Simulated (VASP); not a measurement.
Input:

```xyz
2
Lattice="0.0000 3.0215 3.0215 3.0215 0.0000 3.0215 3.0215 3.0215 0.0000" Properties=species:S:1:pos:R:3 pbc="T T T"
Pb     0.0000     0.0000     0.0000
Se     3.0215     3.0215     3.0215
```

Calculation: LDA (Ceperley-Alder, Perdew-Zunger) with spin-orbit coupling, VASP's LDA PAW potentials (set 64) (plane waves; VASP). Settings: 400 eV cut-off, 7×7×7 Γ-centred mesh, Gaussian smearing of 0.050 eV, potentials Pb_d Se.

Problem. What does the run give for the energy per atom (σ→0), band gap (over mesh and band path) with the smallest direct gap where there is one?

Solution. 
```
Quantity                                                Value
---------------------------------------------  --------------
band gap (over mesh and band path)                    0.35 eV
smallest direct gap (over mesh and band path)         0.35 eV
energy per atom (σ→0)                          -4.953 eV/atom
```

The absolute energy has meaning only against runs of the same code, potentials and settings.

The compound is PbSe in the rock salt structure. It was relaxed first.
